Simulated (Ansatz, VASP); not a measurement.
# Cross-check of SiO2 between VASP and Ansatz, part 2 of 3

Aim: how closely do two programs agree when they are given the same cell, functional and k mesh? The cell is taken from a series of runs on this material, whose earlier steps may have relaxed, scaled, displaced or heated it; both programs get it as it stands.

VASP 6.6.1 and Ansatz 0.2.0.

So far: The starting structure; Ansatz: zone-centre phonons, LDA.

### Step 3. VASP: zone-centre phonons, LDA

Level of this step: LDA; plane waves and PAW (O, Si) (VASP).

The same cell, functional (in two slightly different forms) and mesh now go to VASP, with its own data sets.

Lines of VASP's logs that name or quote its potential files are left out, and so is its time.

INCAR

```
SYSTEM = SiO2
PREC = Accurate
ENCUT = 600
EDIFF = 1E-08
NELM = 120
ISMEAR = 0
SIGMA = 0.01
LREAL = .FALSE.
ALGO = Normal
GGA = CA
NBANDS = 22
LORBIT = 11
LWAVE = .FALSE.
LCHARG = .FALSE.
ISIF = 2
IBRION = 8
LEPSILON = .TRUE.
LASPH = .TRUE.
GGA_COMPAT = .FALSE.
EFERMI = MIDGAP
KPAR = 2
```

POSCAR

```
SiO2
1.0
    4.1220688550      0.0000000000      0.0000000000
    0.0000000000      4.1220688550      0.0000000000
    0.0000000000      0.0000000000      2.6498493664
O Si
4 2
Direct
    0.6951654275      0.6951654275      0.0000000000
    0.1951654275      0.8048345725      0.5000000000
    0.3048345725      0.3048345725      0.0000000000
    0.8048345725      0.1951654275      0.5000000000
    0.5000000000      0.5000000000      0.5000000000
    0.0000000000      0.0000000000      0.0000000000
```

KPOINTS

```
Automatic mesh
0
Gamma
8 8 8
0 0 0
```

Potentials, in the order of the species: O and Si (LDA family, release 64).

On the command line:

```sh
$ mpirun -np 2 vasp_std
```

The log of the run:

```text
[banner, memory and clock lines left out]
running    2 mpi-ranks, on    1 nodes
 distrk:  each k-point on    1 cores,    2 groups
 distr:  one band on    1 cores,    1 groups

 POSCAR found type information on POSCAR O Si
 POSCAR found :  2 types and       6 ions
 LDA part: xc-table for (Slater(with rela. corr.)+CA(PZ))
 , standard interpolation
 POSCAR, INCAR and KPOINTS ok, starting setup
 FFT: planning ... GRIDC
 FFT: planning ... GRID_SOFT
 FFT: planning ... GRID
 WAVECAR not read
 entering main loop
       N       E                     dE             d eps       ncg     rms          rms(c)
DAV:   1     0.160537985930E+03    0.16054E+03   -0.19605E+04  3308   0.158E+03
DAV:   2    -0.495457362012E+02   -0.21008E+03   -0.20226E+03  4298   0.326E+02
DAV:   3    -0.568911111981E+02   -0.73454E+01   -0.73207E+01  4194   0.606E+01
DAV:   4    -0.569429847766E+02   -0.51874E-01   -0.51851E-01  4122   0.592E+00
DAV:   5    -0.569434599106E+02   -0.47513E-03   -0.47510E-03  4104   0.543E-01    0.185E+01
DAV:   6    -0.520621029747E+02    0.48814E+01   -0.16997E+01  3984   0.281E+01    0.890E+00
DAV:   7    -0.519960631301E+02    0.66040E-01   -0.62159E-01  3876   0.504E+00    0.313E+00
DAV:   8    -0.519660959519E+02    0.29967E-01   -0.22728E-02  3996   0.142E+00    0.108E+00
DAV:   9    -0.519608839382E+02    0.52120E-02   -0.50581E-03  4002   0.614E-01    0.222E-01
DAV:  10    -0.519608914045E+02   -0.74663E-05   -0.15970E-04  4008   0.110E-01    0.575E-02
DAV:  11    -0.519608890337E+02    0.23708E-05   -0.19996E-05  4074   0.342E-02    0.148E-02
DAV:  12    -0.519608886814E+02    0.35220E-06   -0.12257E-06  4002   0.939E-03    0.547E-03
DAV:  13    -0.519608886880E+02   -0.65484E-08   -0.26862E-07  4086   0.377E-03    0.113E-03
DAV:  14    -0.519608886870E+02    0.98862E-09   -0.98628E-09  2646   0.775E-04
   1 F= -.51960889E+02 E0= -.51960889E+02  d E =0.000000E+00
 Linear response reoptimize wavefunctions to high precision
DAV:   1    -0.519608886867E+02    0.34652E-09   -0.11453E-09  2622   0.297E-04
DAV:   2    -0.519608886867E+02   -0.15461E-10   -0.11613E-10  2412   0.895E-05
 Linear response G [H, r] |phi>, progress :
  Direction:   1
       N       E                     dE             d eps       ncg     rms
RMM:   1    -0.139933531889E+03   -0.13993E+03   -0.62015E-01  7466   0.987E+01
RMM:   2    -0.116539637427E+03    0.23394E+02   -0.91961E+00  5492   0.217E+01
RMM:   3    -0.116597373263E+03   -0.57736E-01   -0.10476E-01  5739   0.210E+00
RMM:   4    -0.116598869850E+03   -0.14966E-02   -0.16069E-03  6034   0.250E-01
RMM:   5    -0.116598894065E+03   -0.24216E-04   -0.39323E-05  6084   0.360E-02
RMM:   6    -0.116598894927E+03   -0.86136E-06    0.42652E-06  6161   0.715E-03
RMM:   7    -0.116598894971E+03   -0.44627E-07    0.52454E-06  6106   0.346E-03
RMM:   8    -0.116598894960E+03    0.11890E-07    0.58944E-06  4855   0.294E-03
RMM:   9    -0.116598894990E+03   -0.30296E-07   -0.95924E-06  4043   0.289E-03
RMM:  10    -0.116598894868E+03    0.12221E-06   -0.42677E-05  3890   0.289E-03
RMM:  11    -0.116598894975E+03   -0.10693E-06   -0.21344E-05  3861   0.291E-03
 Linear response G [H, r] |phi>, progress :
  Direction:   2
       N       E                     dE             d eps       ncg     rms
RMM:   1    -0.139418818472E+03   -0.13942E+03    0.48280E+01  7472   0.997E+01
RMM:   2    -0.113011636146E+03    0.26407E+02   -0.10372E+01  5516   0.233E+01
RMM:   3    -0.113088196294E+03   -0.76560E-01   -0.10995E-01  5754   0.221E+00
RMM:   4    -0.113089958543E+03   -0.17622E-02   -0.18155E-03  6059   0.271E-01
RMM:   5    -0.113089986034E+03   -0.27491E-04   -0.79105E-05  6136   0.382E-02
RMM:   6    -0.113089987073E+03   -0.10385E-05   -0.37464E-05  6187   0.787E-03
RMM:   7    -0.113089987092E+03   -0.19435E-07   -0.36820E-05  6126   0.399E-03
RMM:   8    -0.113089987060E+03    0.31931E-07   -0.37675E-05  4926   0.345E-03
RMM:   9    -0.113089987334E+03   -0.27417E-06   -0.56389E-05  4078   0.339E-03
RMM:  10    -0.113089987646E+03   -0.31164E-06   -0.22506E-04  3903   0.339E-03
RMM:  11    -0.113089987568E+03    0.77691E-07   -0.19420E-05  3895   0.340E-03
 Linear response G [H, r] |phi>, progress :
  Direction:   3
       N       E                     dE             d eps       ncg     rms
 LRF_COMMUTATOR internal error: the vector H(1)-e(1) S(1) |phi(0)> is not orthog
 onal to |phi(0)> (-1.056754622432710E-004,-1.479372180313021E-014)
 LRF_COMMUTATOR internal error: the vector H(1)-e(1) S(1) |phi(0)> is not orthog
 onal to |phi(0)> (1.056754619958022E-004,-5.237130173973981E-014)
RMM:   1    -0.135067774429E+03   -0.13507E+03    0.33929E+01  7202   0.956E+01
 LRF_COMMUTATOR internal error: the vector H(1)-e(1) S(1) |phi(0)> is not orthog
 onal to |phi(0)> (-1.093477461657777E-004,3.661654313091844E-014)
 LRF_COMMUTATOR internal error: the vector H(1)-e(1) S(1) |phi(0)> is not orthog
 onal to |phi(0)> (1.093477458874448E-004,-7.527312106958561E-014)
[...]
RMM:   5    -0.330406379074E+00   -0.17480E-07   -0.65516E-08  5456   0.807E-04
RMM:   6    -0.330406379680E+00   -0.60593E-09   -0.34025E-08  3985   0.238E-04
 change of polarisation eV/A/(eV/A) component  3 :    -0.057    -0.047     0.661
 dielectric tensor                  component  3 :    -0.228    -0.187     3.656
 Linear response to external field, progress :
  Direction:   1
[...]
RMM:   4    -0.329153957870E+00   -0.87797E-02   -0.10043E-02  5592   0.617E-01    0.541E-02
RMM:   5    -0.330043774111E+00   -0.88982E-03   -0.13752E-04  5826   0.899E-02    0.104E-02
RMM:   6    -0.330152001698E+00   -0.10823E-03   -0.17751E-06  6005   0.866E-03    0.512E-03
RMM:   7    -0.330207662797E+00   -0.55661E-04   -0.20160E-07  6006   0.267E-03    0.316E-04
RMM:   8    -0.330216112970E+00   -0.84502E-05    0.25761E-08  6071   0.515E-04    0.133E-04
RMM:   9    -0.330216671396E+00   -0.55843E-06   -0.32329E-09  5008   0.247E-04    0.131E-05
RMM:  10    -0.330216849175E+00   -0.17778E-06   -0.13130E-08  2945   0.155E-04    0.676E-06
 change of polarisation eV/A/(eV/A) component  3 :    -0.056    -0.046     0.623
 dielectric tensor                  component  3 :    -0.224    -0.184     3.505
 Linear response DOF=           4
 Linear response progress:
  Degree of freedom:   1/  4
       N       E                     dE             d eps       ncg     rms          rms(c)
RMM:   1    -0.377566666346E+00   -0.37757E+00    0.31704E-01 14068   0.383E+00
RMM:   2    -0.369205325364E+00    0.83613E-02   -0.91161E-03 12956   0.608E-01    0.246E-01
RMM:   3    -0.370236729719E+00   -0.10314E-02   -0.15635E-03 11938   0.227E-01    0.133E-01
RMM:   4    -0.372130933654E+00   -0.18942E-02   -0.12058E-03 12594   0.182E-01    0.364E-02
RMM:   5    -0.372241240638E+00   -0.11031E-03   -0.39740E-05 13378   0.377E-02    0.992E-03
RMM:   6    -0.372296506872E+00   -0.55266E-04   -0.14617E-06 13706   0.534E-03    0.298E-03
RMM:   7    -0.372291295940E+00    0.52109E-05    0.53786E-08 13378   0.219E-03    0.527E-04
RMM:   8    -0.372292190798E+00   -0.89486E-06   -0.19995E-08 13853   0.522E-04    0.199E-04
RMM:   9    -0.372292349133E+00   -0.15834E-06    0.14066E-08 13806   0.281E-04    0.508E-05
RMM:  10    -0.372292581421E+00   -0.23229E-06    0.55921E-09 13945   0.178E-04    0.128E-05
RMM:  11    -0.372292518298E+00    0.63124E-07    0.36858E-08 13895   0.117E-04    0.330E-06
RMM:  12    -0.372292565772E+00   -0.47474E-07    0.45378E-08 13230   0.106E-04    0.916E-07
RMM:  13    -0.372292564276E+00    0.14958E-08   -0.21722E-08 11199   0.104E-04    0.289E-07
 first order change of Fermi-energy  -0.16120E+00
 force on displaced ion       1 direction 1 : -24.215 -12.032   0.000
 Born effective charge ion    1 direction 1 :  -1.885  -0.539   0.000
 Linear response progress:
  Degree of freedom:   2/  4
       N       E                     dE             d eps       ncg     rms          rms(c)
RMM:   1    -0.353978632152E+00   -0.35398E+00    0.35537E-01 12072   0.384E+00
RMM:   2    -0.347190585728E+00    0.67880E-02   -0.77749E-03 11051   0.564E-01    0.243E-01
RMM:   3    -0.348489193942E+00   -0.12986E-02   -0.94569E-04  9887   0.196E-01    0.130E-01
RMM:   4    -0.350812513438E+00   -0.23233E-02   -0.97694E-04 10166   0.190E-01    0.233E-02
RMM:   5    -0.350715636986E+00    0.96876E-04   -0.41899E-05 11540   0.387E-02    0.280E-03
RMM:   6    -0.350764829106E+00   -0.49192E-04   -0.99019E-07 11977   0.558E-03    0.109E-03
RMM:   7    -0.350756822706E+00    0.80064E-05    0.24201E-07 11886   0.134E-03    0.167E-04
RMM:   8    -0.350757883307E+00   -0.10606E-05   -0.31741E-08 12078   0.266E-04    0.741E-05
RMM:   9    -0.350758052833E+00   -0.16953E-06   -0.17865E-08 12125   0.135E-04    0.974E-06
RMM:  10    -0.350758264511E+00   -0.21168E-06   -0.92948E-09 11311   0.108E-04    0.606E-06
RMM:  11    -0.350758247135E+00    0.17376E-07   -0.56730E-09 11445   0.978E-05    0.901E-07
RMM:  12    -0.350758246886E+00    0.24851E-09    0.46895E-08  8952   0.959E-05    0.202E-07
 first order change of Fermi-energy   0.33523E-03
 force on displaced ion       1 direction 3 :  -0.005  -0.005 -21.620
 Born effective charge ion    1 direction 3 :  -0.000  -0.000  -2.007
 Linear response progress:
  Degree of freedom:   3/  4
       N       E                     dE             d eps       ncg     rms          rms(c)
RMM:   1    -0.333432859012E-01   -0.33343E-01    0.13133E-01 21884   0.196E+00
RMM:   2    -0.241950897797E-01    0.91482E-02   -0.50274E-03 12935   0.511E-01    0.173E-01
RMM:   3    -0.234641035100E-01    0.73099E-03   -0.52586E-04 13288   0.109E-01    0.107E-01
RMM:   4    -0.230220811011E-01    0.44202E-03   -0.43651E-04 13299   0.131E-01    0.162E-02
RMM:   5    -0.230133551089E-01    0.87260E-05    0.30788E-06 13445   0.202E-02    0.765E-03
RMM:   6    -0.230123278889E-01    0.10272E-05   -0.35323E-06 13343   0.813E-03    0.132E-03
RMM:   7    -0.230138555353E-01   -0.15276E-05   -0.14231E-07 13563   0.113E-03    0.589E-04
RMM:   8    -0.230153391849E-01   -0.14836E-05    0.31046E-07 13624   0.479E-04    0.814E-05
RMM:   9    -0.230155137655E-01   -0.17458E-06    0.24559E-07 13653   0.119E-04    0.333E-05
RMM:  10    -0.230155465092E-01   -0.32744E-07    0.17400E-07 13721   0.587E-05    0.760E-06
RMM:  11    -0.230155570226E-01   -0.10513E-07    0.18244E-08 13788   0.374E-05    0.220E-06
RMM:  12    -0.230155535616E-01    0.34610E-08   -0.80509E-09 12901   0.335E-05    0.822E-07
 first order change of Fermi-energy  -0.61880E-05
 force on displaced ion       5 direction 1 : -34.622  -7.016   0.000
 Born effective charge ion    5 direction 1 :   3.770  -0.335   0.000
 Linear response progress:
  Degree of freedom:   4/  4
       N       E                     dE             d eps       ncg     rms          rms(c)
RMM:   1    -0.194404049460E-01   -0.19440E-01    0.36808E-02 10368   0.127E+00
RMM:   2    -0.167218395051E-01    0.27186E-02   -0.10756E-03  7709   0.233E-01    0.204E-01
RMM:   3    -0.166555020135E-01    0.66337E-04   -0.12981E-04  7910   0.684E-02    0.121E-01
RMM:   4    -0.167653794177E-01   -0.10988E-03   -0.18697E-04  7838   0.762E-02    0.985E-03
RMM:   5    -0.167341952896E-01    0.31184E-04   -0.37603E-06  7912   0.129E-02    0.215E-03
RMM:   6    -0.167334891750E-01    0.70611E-06    0.86613E-08  8120   0.119E-03    0.586E-04
RMM:   7    -0.167316843546E-01    0.18048E-05   -0.27535E-08  8157   0.555E-04    0.113E-04
RMM:   8    -0.167314532270E-01    0.23113E-06   -0.19451E-09  8159   0.112E-04    0.490E-05
RMM:   9    -0.167314973210E-01   -0.44094E-07   -0.70570E-09  8276   0.446E-05    0.249E-06
RMM:  10    -0.167314912830E-01    0.60380E-08   -0.88582E-09  7504   0.301E-05    0.111E-06
 first order change of Fermi-energy  -0.24574E-05
 force on displaced ion       5 direction 3 :   0.000   0.000 -25.551
 Born effective charge ion    5 direction 3 :   0.000   0.000   4.014
 Born effective charges drift removed
 Linear response finished
```

(Continued in part 3 of 3.)

[Lines on the potential files, build, host, timing and source positions are cut from VASP's logs without a mark.]

[Logs are printed without paths, hosts, clocks, repeated set-up lines and the standing remarks that a program may print on its own settings, such as how far it seeks lower states.]

[Hosts, paths, dates, database ids (printed as entryN), source tags and the programs' standing remarks are cut or masked in the printed files.]
